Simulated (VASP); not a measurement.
Input:

```
C
1.0
    1.20146    -2.08099     0.00000
    1.20146     2.08099     0.00000
    0.00000     0.00000     6.75903
C
4
Direct
  0.00000   0.00000   0.25000
  0.00000   0.00000   0.75000
  0.33333   0.66667   0.25000
  0.66667   0.33333   0.75000
```

Level of theory: SCAN meta-GGA, VASP's PBE PAW potentials (set 64) (plane waves; VASP). Settings: 520 eV cut-off, 10×10×4 Γ-centred mesh, Gaussian smearing of 0.050 eV, potentials C.

Question: The ions and cell shape at fixed volume are relaxed. What does this cell relax into?

Answer: 
```
C
1.0
    1.22402    -2.12006     0.00000
    1.22402     2.12006     0.00000
    0.00000     0.00000     6.51220
C
4
Direct
  0.00000   0.00000   0.25000
  0.00000   0.00000   0.75000
  0.33333   0.66667   0.25000
  0.66667   0.33333   0.75000
```
Space group P6_3/mmc (194), at a tolerance of 0.03 Å.

Question: How much energy does the relaxation gain?

Answer: The energy (σ→0) changes by -27.4 meV/atom, in 3 ionic steps.

The compound is C in the graphite structure. This cell is one point of a volume scan, at 0.94 of the reference volume. Symmetry was kept, so distortions that lower it aren't found.
